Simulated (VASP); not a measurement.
Given:

```
CELL_PARAMETERS angstrom
      3.48608     0.00000     0.00000
      0.00000     3.48608     0.00000
      0.00000     0.00000     3.48608
ATOMIC_POSITIONS crystal
  In 0.00000 0.00000 0.00000
  W  0.50000 0.50000 0.50000
```

Computed with PBE GGA, VASP's PBE PAW potentials (set 64) (plane waves; VASP). Numerical set-up: 300 eV cut-off, 8×8×8 Γ-centred mesh, Fermi-Dirac smearing of 0.14 eV, potentials In_d W_sv.

At this cut-off the stress carries a Pulay error, which pulls relaxed volumes low. Energy and stress use the plane-wave basis of the starting cell.

Question: The ions, cell shape and volume are relaxed. Predict the relaxed structure.

Answer: 
```
CELL_PARAMETERS angstrom
      3.31532     0.00000     0.00000
      0.00000     3.31532     0.00000
      0.00000     0.00000     3.31532
ATOMIC_POSITIONS crystal
  In 0.00000 0.00000 0.00000
  W  0.50000 0.50000 0.50000
```
Space group Pm-3m (221), at a tolerance of 0.03 Å.

Question: How do energy and volume change from the first to the last step?

Answer: The energy (σ→0) changes by -192.5 meV/atom and the volume by -14.0 %, in 7 ionic steps.

The structure was generated: InW was put into an ordered model structure, which need not be its known phase. This run relaxes it. Symmetry was kept, so distortions that lower it aren't found. The run is one of a series of settings (EDIFFG = -0.01, IBRION = 2, ISIF = 3, NSW = 50 against the base run), some of them coarse on purpose. The electron count is odd and the run is not spin-polarised, which forces a metal.
